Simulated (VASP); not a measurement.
A convergence study with VASP on PtS₂ (1T layered): one setting is varied, all else stays as given below, so the limit is that of these other settings.

```
CELL_PARAMETERS angstrom
      1.77000    -3.06573     0.00000
      1.77000     3.06573     0.00000
      0.00000     0.00000     5.04000
ATOMIC_POSITIONS crystal
  Pt 0.00000 0.00000 0.00000
  S  0.33333 0.66667 0.23000
  S  0.66667 0.33333 0.77000
```

Calculation: PBE GGA, VASP's PBE PAW potentials (set 64) (plane waves; VASP). The tightest run used: 550 eV cut-off, 16×16×10 Γ-centred mesh, Gaussian smearing of 0.050 eV, potentials Pt S.

### Question
The settings run are 1×1×1 mesh; 2×2×1 mesh; 3×3×2 mesh; 5×5×3 mesh; 6×6×4 mesh; 7×7×4 mesh; 9×9×6 mesh; 10×10×6 mesh; 11×11×7 mesh; 12×12×8 mesh; 13×13×8 mesh; 15×15×9 mesh; 16×16×10 mesh. From which on does the energy per atom stay within 0.002 eV/atom of the tightest run?

### Answer
From 5×5×3 mesh on: it is off by 0.0015 there and by no more than 0.002 in any finer run, while 3×3×2 mesh is off by 0.0337.
```tsv
setting	E (eV/atom)	pressure (GPa)	largest force (eV/Å)	irreducible k-points	difference judged (eV/atom)
1×1×1 mesh	-2.9811	18.87	1.381	1	2.1186
2×2×1 mesh	-5.4374	3.92	0.430	2	0.3377
3×3×2 mesh	-5.1333	9.60	0.892	6	0.0337
5×5×3 mesh	-5.1011	10.08	1.034	12	0.0015
6×6×4 mesh	-5.0989	10.14	1.018	24	0.0008
7×7×4 mesh	-5.0989	10.12	1.016	28	0.0007
9×9×6 mesh	-5.0997	10.11	1.016	62	0.0001
10×10×6 mesh	-5.0996	10.11	1.016	72	0.0000
11×11×7 mesh	-5.0996	10.11	1.016	94	0.0000
12×12×8 mesh	-5.0996	10.11	1.016	131	0.0000
13×13×8 mesh	-5.0996	10.11	1.016	147	0.0000
15×15×9 mesh	-5.0996	10.11	1.016	211	0.0000
16×16×10 mesh	-5.0996	10.11	1.016	264	0.0000
```

Left out are rungs that failed or repeat a setting and relaxations that didn't move; long series are thinned to 24 rows.

The compound is PtS2 in the 1T layered structure. The cell was not relaxed at this level, forces remain on its atoms.
